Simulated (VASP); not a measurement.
# TbO (F-43m) in VASP: single point with PBEsol+U

Aim: the single point of TbO with PBEsol+U.

All numbers are computed with VASP 6.6.1; they aren't measurements. Logs are shortened: lines on timing, memory, paths and dates and some standing lists are left out, and cuts for length are marked.

**1. Starting point**

The structure is cubic, space group F-43m (No. 216). The conventional cell has a = 5.076 Å, b = 5.076 Å, c = 5.076 Å, α = 90.00°, β = 90.00°, γ = 90.00°. Around Tb (site symmetry -43m) lie 4 O at 2.20 Å. O (site symmetry -43m) has 4 Tb at 2.20 Å as nearest neighbours.

The cell comes from a database or a generator and needn't be the stable form of this composition.

**2. Single point, PBEsol+U, collinear spin, ferromagnetic start**

Contents of INCAR:

```
SYSTEM = TbO
PREC     = Accurate       ! precision mode
ENCUT    = 520            ! plane-wave cutoff, eV
EDIFF    = 1E-6           ! SCF threshold, eV
ISMEAR   = 0              ! smearing method
SIGMA    = 0.05           ! smearing width, eV
LREAL    = .FALSE.        ! projectors in reciprocal space
LASPH    = .TRUE.         ! aspherical terms in the spheres
NELM     = 150            ! most SCF steps
ALGO     = Normal         ! electronic algorithm
ISIF     = 2              ! what is computed and relaxed
LWAVE    = .FALSE.        ! write WAVECAR
LCHARG   = .FALSE.        ! write CHGCAR
ISPIN    = 2              ! spin polarisation
MAGMOM   = 6 0            ! initial moments
LORBIT   = 11             ! projections on sites
NUPDOWN  = 3              ! fixed moment
LMAXMIX  = 6              ! l up to which the mixer works
LDAU     = .TRUE.         ! DFT+U
LDAUTYPE = 2            
LDAUL    = 3 -1           ! shell
LDAUU    = 4 0            ! U, eV
LDAUJ    = 0 0          
LDAUPRINT= 1            
GGA      = PS             ! functional
```

Contents of KPOINTS:

```
regular mesh
0
G
  6 6 6
  0 0 0
```

Contents of POSCAR:

```
TbO
1.0
    0.0000000000      2.5381258700      2.5381258700
    2.5381258700      0.0000000000      2.5381258700
    2.5381258700      2.5381258700      0.0000000000
Tb O
1 1
Direct
    0.0000000000      0.0000000000      0.0000000000
    0.2500000000      0.2500000000      0.2500000000
```

Potentials or basis: VASP PAW PBE potentials, release 64 (Tb, O).

Launch:

```console
$ cat potpaw_PBE.64/Tb/POTCAR potpaw_PBE.64/O/POTCAR > POTCAR
$ mpirun -np 1 vasp_std > vasp.out
```

OUTCAR:

```text
SYSTEM = TbO
   PREC = Accurate
   ENCUT = 520
   EDIFF = 1E-6
   ISMEAR = 0
   LREAL = .FALSE.
   LASPH = .TRUE.
   NELM = 150
   ISIF = 2
   ISPIN = 2
   LORBIT = 11
   NUPDOWN = 3
   GGA = PS

 ion  position               nearest neighbor table
   1  0.000  0.000  0.000-   2 2.20   2 2.20   2 2.20   2 2.20
   2  0.250  0.250  0.250-   1 2.20   1 2.20   1 2.20   1 2.20

  LATTYP: Found a face centered cubic cell.
 ALAT       =     5.0762517400

  Lattice vectors:

 A1 = (   0.0000000000,   2.5381258700,   2.5381258700)
 A2 = (   2.5381258700,   0.0000000000,   2.5381258700)
 A3 = (   2.5381258700,   2.5381258700,   0.0000000000)

Analysis of symmetry for initial positions (statically):
=====================================================================
 Subroutine PRICEL returns:
 Original cell was already a primitive cell.

 Routine SETGRP: Setting up the symmetry group for a
 face centered cubic supercell.

 Subroutine GETGRP returns: Found 24 space group operations
 (whereof 24 operations were pure point group operations)
 out of a pool of 48 trial point group operations.

The static configuration has the point symmetry T_d .

Analysis of symmetry for dynamics (positions and initial velocities):
=====================================================================
 Subroutine PRICEL returns:
 Original cell was already a primitive cell.

 Routine SETGRP: Setting up the symmetry group for a
 face centered cubic supercell.

 Subroutine GETGRP returns: Found 24 space group operations
 (whereof 24 operations were pure point group operations)
 out of a pool of 48 trial point group operations.

The dynamic configuration has the point symmetry T_d .

Analysis of structural, dynamic, and magnetic symmetry:
=====================================================================
 Subroutine PRICEL returns:
 Original cell was already a primitive cell.

 Routine SETGRP: Setting up the symmetry group for a
 face centered cubic supercell.

 Subroutine GETGRP returns: Found 24 space group operations
 (whereof 24 operations were pure point group operations)
 out of a pool of 48 trial point group operations.

The overall configuration has the point symmetry T_d .

 Subroutine INISYM returns: Found 24 space group operations
 (whereof 24 operations are pure point group operations),
 and found     1 'primitive' translations

----------------------------------------------------------------------------------------

                                     Primitive cell

  volume of cell :      32.7016

  direct lattice vectors                    reciprocal lattice vectors
     0.000000000  2.538125870  2.538125870    -0.196995746  0.196995746  0.196995746
     2.538125870  0.000000000  2.538125870     0.196995746 -0.196995746  0.196995746
     2.538125870  2.538125870  0.000000000     0.196995746  0.196995746 -0.196995746

  length of vectors
     3.589452028  3.589452028  3.589452028     0.341206641  0.341206641  0.341206641

  position of ions in fractional coordinates (direct lattice)
     0.000000000  0.000000000  0.000000000
     0.250000000  0.250000000  0.250000000

  ion indices of the primitive-cell ions
   primitive index   ion index
                 1           1
                 2           2

----------------------------------------------------------------------------------------
[... 91 lines left out ...]
   LHFCALC =     F    Hartree Fock is set to
   AEXX    =    0.0000 exact exchange contribution
   IVDW    =     0    specifies the selected vdW correction
   LEPSILON=     F    determine dielectric tensor
   LRPA    =     F    only Hartree local field effects (RPA)
 spin polarized calculation
 Gauss-broadening in eV      SIGMA  =   0.05
  energy-cutoff  :      520.00
  volume of cell :       32.70
 maximum number of plane-waves:       899
   NGX = 13   NGY = 13   NGZ = 13

 number of electron      24.9999990 magnetization       2.0577313

 Free energy of the ion-electron system (eV)
  ---------------------------------------------------
  ext. energy  EPLUGINS =         0.00000000
  ---------------------------------------------------
  free energy    TOTEN  =       -13.29549565 eV

  energy without entropy =      -13.25396762  energy(sigma->0) =      -13.27473164

atom =   1  type =  1  l = 3

 onsite density matrix

spin component  1

  0.9891 -0.0000 -0.0006  0.0000 -0.0000 -0.0000 -0.0000
 -0.0000  0.0176 -0.0000 -0.0000 -0.0000  0.0000 -0.0000
 -0.0006 -0.0000  0.9894 -0.0000 -0.0000  0.0000  0.0000
  0.0000 -0.0000 -0.0000  0.9886  0.0000  0.0000  0.0000
 -0.0000 -0.0000 -0.0000  0.0000  0.9894 -0.0000  0.0006
 -0.0000  0.0000  0.0000  0.0000 -0.0000  0.9898  0.0000
 -0.0000 -0.0000  0.0000  0.0000  0.0006  0.0000  0.9891

spin component  2

  0.1702 -0.0000 -0.2062  0.0000 -0.0000  0.0000 -0.0000
 -0.0000  0.9537 -0.0000 -0.0000 -0.0000  0.0000 -0.0000
 -0.2062 -0.0000  0.2766 -0.0000 -0.0000  0.0000  0.0000
  0.0000 -0.0000 -0.0000  0.0104  0.0000  0.0000 -0.0000
 -0.0000 -0.0000 -0.0000  0.0000  0.2766 -0.0000  0.2062
  0.0000  0.0000  0.0000  0.0000 -0.0000  0.4363  0.0000
 -0.0000 -0.0000  0.0000 -0.0000  0.2062  0.0000  0.1702

 occupancies and eigenvectors

  o =  0.0104  v =  0.0000  0.0000  0.0000  0.0000  0.0000  0.0000  0.0000  0.0000  0.0000 -0.0000  1.0000 -0.0047 -0.0000  0.0060      0.0000  0.0000  0.0000  0.0000  0.0000  0.0000  0.0000  0.0000  0.0000  0.0000  0.0000  0.0000  0.0000  0.0000
  o =  0.0104  v =  0.0000  0.0000  0.0000  0.0000  0.0000  0.0000  0.0000 -0.7906  0.0000 -0.6124  0.0000 -0.0000  0.0000 -0.0000      0.0000  0.0000  0.0000  0.0000  0.0000  0.0000  0.0000  0.0000  0.0000  0.0000  0.0000  0.0000  0.0000  0.0000
  o =  0.0104  v =  0.0000  0.0000  0.0000  0.0000  0.0000  0.0000  0.0000  0.0000 -0.0000  0.0000  0.0076  0.6124  0.0000 -0.7905      0.0000  0.0000  0.0000  0.0000  0.0000  0.0000  0.0000  0.0000  0.0000  0.0000  0.0000  0.0000  0.0000  0.0000
  o =  0.0176  v =  0.0000 -1.0000 -0.0000 -0.0000 -0.0000 -0.0000 -0.0000  0.0000  0.0000  0.0000  0.0000  0.0000  0.0000  0.0000      0.0000  0.0000  0.0000  0.0000  0.0000  0.0000  0.0000  0.0000  0.0000  0.0000  0.0000  0.0000  0.0000  0.0000
  o =  0.4363  v =  0.0000  0.0000  0.0000  0.0000  0.0000  0.0000  0.0000  0.0000 -0.0000  0.0000 -0.0000  0.0274 -0.9994  0.0212      0.0000  0.0000  0.0000  0.0000  0.0000  0.0000  0.0000  0.0000  0.0000  0.0000  0.0000  0.0000  0.0000  0.0000
  o =  0.4363  v =  0.0000  0.0000  0.0000  0.0000  0.0000  0.0000  0.0000  0.6124  0.0000 -0.7906  0.0000 -0.0000  0.0000 -0.0000      0.0000  0.0000  0.0000  0.0000  0.0000  0.0000  0.0000  0.0000  0.0000  0.0000  0.0000  0.0000  0.0000  0.0000
  o =  0.4363  v =  0.0000  0.0000  0.0000  0.0000  0.0000  0.0000  0.0000  0.0000 -0.0000 -0.0000 -0.0000  0.7901  0.0346  0.6120      0.0000  0.0000  0.0000  0.0000  0.0000  0.0000  0.0000  0.0000  0.0000  0.0000  0.0000  0.0000  0.0000  0.0000
  o =  0.9537  v =  0.0000  0.0000  0.0000  0.0000  0.0000  0.0000  0.0000  0.0000  1.0000 -0.0000 -0.0000  0.0000 -0.0000  0.0000      0.0000  0.0000  0.0000  0.0000  0.0000  0.0000  0.0000  0.0000  0.0000  0.0000  0.0000  0.0000  0.0000  0.0000
  o =  0.9886  v =  0.0000  0.0000  0.0000 -0.9999 -0.0095 -0.0000  0.0123  0.0000  0.0000  0.0000  0.0000  0.0000  0.0000  0.0000      0.0000  0.0000  0.0000  0.0000  0.0000  0.0000  0.0000  0.0000  0.0000  0.0000  0.0000  0.0000  0.0000  0.0000
  o =  0.9886  v = -0.7906  0.0000 -0.6124 -0.0000  0.0003  0.0000 -0.0003  0.0000  0.0000  0.0000  0.0000  0.0000  0.0000  0.0000      0.0000  0.0000  0.0000  0.0000  0.0000  0.0000  0.0000  0.0000  0.0000  0.0000  0.0000  0.0000  0.0000  0.0000
  o =  0.9886  v =  0.0003  0.0000  0.0003 -0.0155  0.6123  0.0000 -0.7905  0.0000  0.0000  0.0000  0.0000  0.0000  0.0000  0.0000      0.0000  0.0000  0.0000  0.0000  0.0000  0.0000  0.0000  0.0000  0.0000  0.0000  0.0000  0.0000  0.0000  0.0000
  o =  0.9898  v =  0.6124  0.0000 -0.7906  0.0000  0.0031  0.0001  0.0024  0.0000  0.0000  0.0000  0.0000  0.0000  0.0000  0.0000      0.0000  0.0000  0.0000  0.0000  0.0000  0.0000  0.0000  0.0000  0.0000  0.0000  0.0000  0.0000  0.0000  0.0000
  o =  0.9898  v = -0.0024 -0.0000  0.0031 -0.0000  0.7905  0.0132  0.6123  0.0000  0.0000  0.0000  0.0000  0.0000  0.0000  0.0000      0.0000  0.0000  0.0000  0.0000  0.0000  0.0000  0.0000  0.0000  0.0000  0.0000  0.0000  0.0000  0.0000  0.0000
  o =  0.9898  v =  0.0000  0.0000 -0.0000  0.0000  0.0105 -0.9999  0.0081  0.0000  0.0000  0.0000  0.0000  0.0000  0.0000  0.0000      0.0000  0.0000  0.0000  0.0000  0.0000  0.0000  0.0000  0.0000  0.0000  0.0000  0.0000  0.0000  0.0000  0.0000

 number of electron      24.9999991 magnetization       2.9999981

 Free energy of the ion-electron system (eV)
  ---------------------------------------------------
  ext. energy  EPLUGINS =         0.00000000
  ---------------------------------------------------
  free energy    TOTEN  =       -15.68667697 eV

  energy without entropy =      -15.68161843  energy(sigma->0) =      -15.68414770

 E-fermi :   5.3506     XC(G=0): -11.1606

 val. band max:        5.3399780877   @ k =   0.1667   0.1667   0.0000
 cond. band min:       3.3807178909   @ k =   0.0000   0.0000   0.0000
 fundamental gap:     -1.9592601968
 Fermi energy:         1.1219649254

 spin component 1

 k-point     1 :       0.0000    0.0000    0.0000
  band No.  band energies     occupation
      1     -40.4046      1.00000
      2     -16.9742      1.00000
      3     -16.9742      1.00000
      4     -16.9742      1.00000
      5     -15.2096      1.00000
      6      -1.7726      1.00000
[... 328 lines left out ...]
      5     -13.1359      1.00000
      6      -1.7063      1.00000
[... 11 lines left out ...]
     18       9.6780      0.00000
     19      11.3996      0.00000
 Fermi energy:         5.3505579828

 spin component 2

 k-point     1 :       0.0000    0.0000    0.0000
  band No.  band energies     occupation
      1     -38.9402      1.00000
      2     -15.9841      1.00000
      3     -15.9841      1.00000
      4     -15.9841      1.00000
      5     -15.2112      1.00000
      6      -1.5802      1.00000
[... 329 lines left out ...]
      6      -1.7435      1.00000
[... 11 lines left out ...]
     18       9.9893      0.00000
     19      11.3204      0.00000

------------------------ aborting loop because EDIFF is reached ----------------------------------------

  FORCE on cell =-STRESS in cart. coord.  units (eV):
  Direction    XX          YY          ZZ          XY          YZ          ZX
  --------------------------------------------------------------------------------------
  -------------------------------------------------------------------------------------
  Total        3.2242532      3.2242532      3.2242532     -0.0000000     -0.0000000      0.0000000
  in kB      157.9684129    157.9684129    157.9684129     -0.0000000     -0.0000000      0.0000000
  external PRESSURE =     157.9684129 kB  Pullay stress =       0.0000000 kB

 VOLUME and BASIS-vectors are now :
 -----------------------------------------------------------------------------
  energy-cutoff  :      520.00
  volume of cell :       32.70
      direct lattice vectors                 reciprocal lattice vectors
     0.000000000  2.538125870  2.538125870    -0.196995746  0.196995746  0.196995746
     2.538125870  0.000000000  2.538125870     0.196995746 -0.196995746  0.196995746
     2.538125870  2.538125870  0.000000000     0.196995746  0.196995746 -0.196995746

 POSITION                                       TOTAL-FORCE (eV/Angst)
 -----------------------------------------------------------------------------------
      0.00000      0.00000      0.00000         0.000000      0.000000      0.000000
      1.26906      1.26906      1.26906        -0.000000     -0.000000     -0.000000
 -----------------------------------------------------------------------------------
    total drift:                               -0.000000     -0.000000     -0.000000

  FREE ENERGIE OF THE ION-ELECTRON SYSTEM (eV)
  ---------------------------------------------------
  free  energy   TOTEN  =       -15.6866769721 eV

  energy  without entropy=      -15.6816184279  energy(sigma->0) =      -15.68414770

 total charge

# of ion       s       p       d       f       tot
--------------------------------------------------
    1        2.038   5.671   0.557   8.236  16.502
    2        1.570   3.475   0.000   0.000   5.045
--------------------------------------------------
tot          3.608   9.145   0.557   8.236  21.546

 magnetization (x)

# of ion       s       p       d       f       tot
--------------------------------------------------
    1       -0.015  -0.064  -0.137   3.658   3.441
    2       -0.007   0.024   0.000   0.000   0.018
--------------------------------------------------
tot         -0.022  -0.040  -0.137   3.658   3.459
```

It took 2.4 min on 1 thread of AMD EPYC 7R43 (Zen 3), shared host; peak memory 0.15 GiB.

Results:

* Free energy: -15.6867 eV
* Pressure: 15.8 GPa
* Net moment: 3.00 μB per cell
* Site moments: Tb +3.44; O +0.02 μB
* Valence electrons inside the program's atomic spheres: Tb 16.50; O 5.04

Eigenvalues of the final occupation matrices:
| site | spin | trace | eigenvalues |
| --- | --- | --- | --- |
| site 1 f | 1 | 5.95 | 0.02 0.99 0.99 0.99 0.99 0.99 0.99 |
| site 1 f | 2 | 2.29 | 0.01 0.01 0.01 0.44 0.44 0.44 0.95 |

Caveat: the magnetic or orbital state may not be the lowest; the moment is held away from its start; the PAW data sets were made with another functional, which shifts forces and pressure a little; spin-orbit coupling is left out, which moves the levels of the heavy elements; the total moment is fixed, so each spin has its own Fermi level. The state reached can hang on the start; a lower one may exist.
